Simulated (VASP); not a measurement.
OSZICAR of a VASP run on Al2O3 (space group R-3c):

### OSZICAR
```
       N       E                     dE             d eps       ncg     rms          rms(c)
DAV:   1     0.211991749712E+03    0.21199E+03   -0.22411E+04  1164   0.124E+03
DAV:   2    -0.719445374731E+02   -0.28394E+03   -0.27558E+03  1490   0.290E+02
DAV:   3    -0.826212802071E+02   -0.10677E+02   -0.10649E+02  1368   0.624E+01
DAV:   4    -0.827042246170E+02   -0.82944E-01   -0.82851E-01  1362   0.619E+00
DAV:   5    -0.827053209317E+02   -0.10963E-02   -0.10962E-02  1302   0.704E-01    0.175E+01
DAV:   6    -0.747037113626E+02    0.80016E+01   -0.33188E+01  1314   0.319E+01    0.613E+00
DAV:   7    -0.747052475311E+02   -0.15362E-02   -0.77154E-01  1356   0.476E+00    0.329E+00
DAV:   8    -0.747214097775E+02   -0.16162E-01   -0.68692E-02  1302   0.218E+00    0.676E-01
DAV:   9    -0.747259758296E+02   -0.45661E-02   -0.16741E-02  1368   0.818E-01    0.313E-01
DAV:  10    -0.747265243558E+02   -0.54853E-03   -0.62574E-04  1350   0.169E-01    0.560E-02
DAV:  11    -0.747264943726E+02    0.29983E-04   -0.32872E-04  1356   0.105E-01    0.215E-02
DAV:  12    -0.747264954968E+02   -0.11242E-05   -0.23938E-05  1332   0.309E-02    0.449E-03
DAV:  13    -0.747264951998E+02    0.29694E-06   -0.23597E-06   900   0.930E-03
   1 F= -.74726495E+02 E0= -.74726495E+02  d E =-.226119E-13
```

Question: Which electronic solver shows in the log?

Answer: It is blocked Davidson (ALGO = Normal, or the opening steps of other solvers). The INCAR had ALGO = Normal.

Question: Can the final energy be trusted as converged?

Answer: The run converged. It stopped with EDIFF = 1E-6, NELM = 100 (PBE GGA, plane waves, VASP's PBE PAW potentials (set 64)).

The structure comes from a computed database's Al2O3 entry; how it stands against other phases isn't given here. The cell was not relaxed at this level.
